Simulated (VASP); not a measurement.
Here is the system:

```xyz
4
Lattice="4.0394 0.0000 0.0000 -2.0197 3.4982 0.0000 0.0000 0.0000 7.0897" Properties=species:S:1:pos:R:3 pbc="T T T"
Be     0.0000     2.3321     1.7724
Be     2.0197     1.1661     5.3173
Te     2.0197     1.1661     1.7724
Te     0.0000     2.3321     5.3173
```

These are PBEsol GGA, VASP's PBE PAW potentials (set 64) (plane waves; VASP) values and carry that method's errors. Run with 400 eV cut-off, 9×9×4 Γ-centred mesh, tetrahedra with Blöchl corrections, potentials Be Te.

Without a dispersion term in the relaxation, distances and binding between the weakly bound layers, chains or molecules are unreliable, and so is what depends on them.

Question: Predict the energy per atom (σ→0).

Answer: 
```yaml
energy per atom (σ→0): -3826 meV/atom
```

The absolute energy has meaning only against runs of the same code, potentials and settings.

The structure was generated: BeTe was put into the layered h-BN type type (P6_3/mmc), which need not be its known phase. It was relaxed first, which changed the volume by -26 %.
